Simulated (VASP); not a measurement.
Here is the system:

```
NiO
1.0
    4.12983     2.06098     2.06098
    2.06098     4.12983     2.06098
    2.06098     2.06098     4.12983
Ni O
2 2
Direct
  0.00000   0.00000   0.00000
  0.50000   0.50000   0.50000
  0.25000   0.25000   0.25000
  0.75000   0.75000   0.75000
```
Starting moments (μB, in the order of the record's atoms Ni Ni O O): 1.3 -1.3 0.0 0.0.

These are vdW-DF-cx, VASP's PBE PAW potentials (set 64) (plane waves; VASP 6.6.1) values and carry that method's errors. Run with 520 eV cut-off, Gaussian smearing of 0.050 eV, potentials Ni O.

Problem. Give the spin-up energies of bands 6 to 19 at the high-symmetry points, in eV from the valence-band maximum.

Solution. 
```tsv
band	Γ	T	H2	L	S0	F
6	-2.53	-4.63	-5.75	-5.21	-5.62	-5.16
7	-2.53	-4.01	-4.95	-4.92	-5.04	-3.89
8	-2.50	-4.01	-4.82	-4.44	-4.82	-3.87
9	-1.93	-1.79	-1.50	-1.98	-1.48	-2.81
10	-1.93	-1.79	-1.39	-1.28	-1.30	-1.40
11	-1.85	-1.40	-1.23	-1.16	-1.27	-1.15
12	-1.57	-0.86	-0.80	-0.95	-0.81	-0.98
13	-1.57	-0.86	-0.51	-0.38	-0.52	-0.79
14	-0.65	-0.70	-0.43	-0.29	-0.47	-0.42
15	-0.65	-0.04	-0.24	-0.26	-0.26	-0.28
16	-0.33	-0.04	-0.15	-0.13	-0.15	-0.14
17	1.98	1.35	1.38	1.32	1.41	2.02
18	1.98	1.35	1.46	1.37	1.46	2.08
19	2.35	4.99	9.19	8.22	9.33	6.20
```

Problem. Give the spin-down energies of bands 6 to 19 at the high-symmetry points, in eV from the valence-band maximum.

Solution. 
```tsv
band	Γ	T	H2	L	S0	F
6	-2.53	-4.63	-5.75	-5.21	-5.62	-5.16
7	-2.53	-4.01	-4.95	-4.92	-5.04	-3.89
8	-2.50	-4.01	-4.82	-4.44	-4.82	-3.87
9	-1.93	-1.79	-1.50	-1.98	-1.48	-2.81
10	-1.93	-1.79	-1.39	-1.28	-1.30	-1.40
11	-1.85	-1.40	-1.23	-1.16	-1.27	-1.15
12	-1.57	-0.86	-0.80	-0.95	-0.81	-0.98
13	-1.57	-0.86	-0.51	-0.38	-0.52	-0.79
14	-0.65	-0.70	-0.43	-0.29	-0.47	-0.42
15	-0.65	-0.04	-0.24	-0.26	-0.26	-0.28
16	-0.33	-0.04	-0.15	-0.13	-0.15	-0.14
17	1.98	1.35	1.38	1.32	1.41	2.02
18	1.98	1.35	1.46	1.37	1.46	2.08
19	2.35	4.99	9.19	8.22	9.34	6.20
```

The gap is indirect, 1.00 eV, from the valence maximum at F-Γ at 0.55 to the conduction minimum at Γ-S0 at 0.73.

The compound is NiO in the rock salt, AFM-II order structure. It was relaxed first.
